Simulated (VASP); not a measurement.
Energy against volume of TiAl (L1_0). Calculation: revTPSS meta-GGA, VASP's PBE PAW potentials (set 64) (plane waves; VASP). Numerical set-up: 520 eV cut-off, 13×13×9 Γ-centred mesh, first-order Methfessel-Paxton smearing of 0.10 eV, potentials Ti_sv Al.

Shape and ions are relaxed at each volume.

```tsv
V (Å³/atom)	E (eV/atom)
15.379	-6.79188
15.854	-6.79963
16.330	-6.79635
16.806	-6.78358
```

Q: Fit these four points and predict the energy of the run at 14.903 Å³/atom.

A: A cubic in V^(−2/3), the third-order Birch-Murnaghan form, passes through the four points with V0 = 15.94 Å³/atom and B0 = 121 GPa, and gives -6.7712 eV/atom there. The run gave -6.7714 eV/atom, -0.2 meV/atom from the fit; all five points give B0 = 121 GPa.

The compound is TiAl in the L1_0 structure. It was relaxed first.
